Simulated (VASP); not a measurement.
Input:

```yaml
crystal:
  lattice:
    - [8.75833, 0.00000, 0.00000]
    - [0.00000, 8.75833, 0.00000]
    - [0.00000, 0.00000, 8.75833]
  atoms:
    - { symbol: Si, position: [0.49793, 0.99917, 0.99901] }
    - { symbol: Si, position: [0.74993, 0.24987, 0.99818] }
    - { symbol: Si, position: [0.74989, 0.99816, 0.24977] }
    - { symbol: Si, position: [0.00028, 0.99964, 0.99961] }
    - { symbol: Si, position: [0.24925, 0.24784, 0.99910] }
    - { symbol: Si, position: [0.50013, 0.49978, 0.99808] }
    - { symbol: Si, position: [0.75214, 0.75063, 0.99896] }
    - { symbol: Si, position: [0.24928, 0.99929, 0.24770] }
    - { symbol: Si, position: [0.49192, 0.24194, 0.24157] }
    - { symbol: Si, position: [0.75795, 0.50819, 0.24148] }
    - { symbol: Si, position: [0.50019, 0.99819, 0.49961] }
    - { symbol: Si, position: [0.75946, 0.24035, 0.50933] }
    - { symbol: Si, position: [0.75230, 0.99892, 0.75078] }
    - { symbol: Si, position: [0.00079, 0.50187, 0.99902] }
    - { symbol: Si, position: [0.24983, 0.75010, 0.99939] }
    - { symbol: Si, position: [0.00149, 0.24998, 0.24981] }
    - { symbol: Si, position: [0.24838, 0.49986, 0.24971] }
    - { symbol: Si, position: [0.49995, 0.75159, 0.24966] }
    - { symbol: Si, position: [0.00113, 0.99893, 0.50190] }
    - { symbol: Si, position: [0.24861, 0.25006, 0.49961] }
    - { symbol: Si, position: [0.49168, 0.50850, 0.50784] }
    - { symbol: Si, position: [0.75007, 0.75145, 0.49964] }
    - { symbol: Si, position: [0.24997, 0.99969, 0.74994] }
    - { symbol: Si, position: [0.50011, 0.25002, 0.75130] }
    - { symbol: Si, position: [0.75000, 0.49976, 0.75136] }
    - { symbol: Si, position: [0.00084, 0.75064, 0.24757] }
    - { symbol: Si, position: [0.00168, 0.49972, 0.49957] }
    - { symbol: Si, position: [0.24928, 0.75065, 0.50172] }
    - { symbol: Si, position: [0.00109, 0.24770, 0.75079] }
    - { symbol: Si, position: [0.24939, 0.50189, 0.75047] }
    - { symbol: Si, position: [0.49808, 0.75061, 0.75051] }
    - { symbol: Si, position: [0.00032, 0.74995, 0.74991] }
    - { symbol: C, position: [0.62652, 0.12547, 0.12543] }
    - { symbol: C, position: [0.87425, 0.37336, 0.12542] }
    - { symbol: C, position: [0.87457, 0.12519, 0.37321] }
    - { symbol: C, position: [0.12472, 0.12490, 0.12472] }
    - { symbol: C, position: [0.37558, 0.37650, 0.12530] }
    - { symbol: C, position: [0.62336, 0.62445, 0.12524] }
    - { symbol: C, position: [0.87508, 0.87506, 0.12466] }
    - { symbol: C, position: [0.37583, 0.12558, 0.37630] }
    - { symbol: C, position: [0.87445, 0.62421, 0.37622] }
    - { symbol: C, position: [0.62351, 0.12523, 0.62442] }
    - { symbol: C, position: [0.87468, 0.37635, 0.62438] }
    - { symbol: C, position: [0.87518, 0.12480, 0.87507] }
    - { symbol: C, position: [0.12520, 0.62488, 0.12459] }
    - { symbol: C, position: [0.37487, 0.87483, 0.12464] }
    - { symbol: C, position: [0.12502, 0.37484, 0.37464] }
    - { symbol: C, position: [0.37549, 0.62444, 0.37304] }
    - { symbol: C, position: [0.62501, 0.87472, 0.37468] }
    - { symbol: C, position: [0.12547, 0.12492, 0.62473] }
    - { symbol: C, position: [0.37581, 0.37346, 0.62400] }
    - { symbol: C, position: [0.62672, 0.62422, 0.62405] }
    - { symbol: C, position: [0.87521, 0.87458, 0.62478] }
    - { symbol: C, position: [0.37505, 0.12497, 0.87454] }
    - { symbol: C, position: [0.62508, 0.37480, 0.87472] }
    - { symbol: C, position: [0.87512, 0.62479, 0.87453] }
    - { symbol: C, position: [0.12516, 0.87485, 0.37465] }
    - { symbol: C, position: [0.12493, 0.62477, 0.62464] }
    - { symbol: C, position: [0.37511, 0.87501, 0.62467] }
    - { symbol: C, position: [0.12513, 0.37490, 0.87482] }
    - { symbol: C, position: [0.37509, 0.62487, 0.87489] }
    - { symbol: C, position: [0.62507, 0.87490, 0.87482] }
    - { symbol: C, position: [0.12499, 0.87489, 0.87462] }
```
Cell charge -1.

Level of theory: HSE06 screened hybrid, VASP's PBE PAW potentials (set 64) (plane waves; VASP 6.6.1). Numerical set-up: PREC = Normal, LREAL = Auto, ISYM = 0, NELECT = 253.0, EDIFF = 1E-5, 400 eV cut-off, 1×1×1 Γ-centred mesh, Gaussian smearing of 0.050 eV, potentials Si C. Starting moments (MAGMOM): 63*0.0476. The cell's moment is fixed (NUPDOWN = 3).

The cell is charged, with a uniform compensating background. The supercell is sampled at Γ alone, which is coarse: total energies, pressure and levels can be off, energies of defects by several tenths of an eV.

Problem. Predict the cell moment, energy per atom (σ→0).

Solution. 
- cell moment = 3.00 μB
- energy per atom (σ→0) = -8.446 eV/atom

The absolute energy has meaning only against runs of the same code, potentials and settings.

The cell is a supercell with a defect, built from SiC (zinc blende): vac_C, charge -1. The cell's shape comes from a PBE relaxation.
